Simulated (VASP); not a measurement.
Take BaS (rock salt), against free atoms with fixed spin and no zero-point term, in VASP with PAW potentials, and its cohesive energy.

Problem. One run gives 4.83 eV/atom. Which level is it?
(A) PBEsol
(B) LDA
(C) PBE

Solution. A, PBEsol.  The others give 4.54 (PBE), 5.23 (LDA).

Only levels that ran to the end are used. Left out are those held back, those with too coarse a band path, GW runs whose mesh misses a band edge, hybrids' fits of cells that aren't cubic and levels without matching references; a question may draw on a part of the rest.
